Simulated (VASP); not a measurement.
BaZrO3:

```
CELL_PARAMETERS angstrom
4.21239 0.00000 0.00000
0.00000 4.21239 0.00000
0.00000 0.00000 4.21239
ATOMIC_POSITIONS crystal
Ba 0.00000 0.00000 0.00000
Zr 0.50000 0.50000 0.50000
O 0.50000 0.50000 0.00000
O 0.50000 0.00000 0.50000
O 0.00000 0.50000 0.50000
```

The cell was built by a generator and isn't the measured one.

| Property | Result |
| --- | --- |
| Program | VASP 6.6.1 |
| Task | relaxation of cell and atoms |
| Functional | LDA |
| Potentials or basis | VASP PAW LDA potentials, release 64 (Ba_sv, Zr_sv, O) |
| Cutoff | 600 eV |
| k mesh | 6 × 6 × 6 |
| Occupations | gaussian, width 0.02 eV |
| Spin | no spin polarisation |

At the start: pressure -6.3 GPa; volume 14.95 Å³/atom.

**Question.** Where does the relaxation end?

**Answer.** Over 6 steps the energy falls by 11.7 meV/atom and the volume is 14.37 Å³/atom (-3.8 %); space group Pm-3m (No. 221, to 0.05 Å).

The path:
```
step  energy change (eV)  largest force (eV/Å)  pressure (GPa)  volume (Å³)
   1              0.0000                0.0000           -6.28        74.75
   2              0.0309                0.0000            9.07        68.58
   3             -0.0583                0.0000           -0.08        71.90
   4             -0.0583                0.0000            0.06        71.84
   5             -0.0583                0.0000           -0.06        71.89
   6             -0.0583                0.0000            0.00        71.87
```

Final structure:
```
CELL_PARAMETERS angstrom
4.15766 0.00000 0.00000
0.00000 4.15766 0.00000
0.00000 0.00000 4.15766
ATOMIC_POSITIONS crystal
Ba 0.00000 0.00000 0.00000
Zr 0.50000 0.50000 0.50000
O 0.50000 0.50000 0.00000
O 0.50000 0.00000 0.50000
O 0.00000 0.50000 0.50000
```
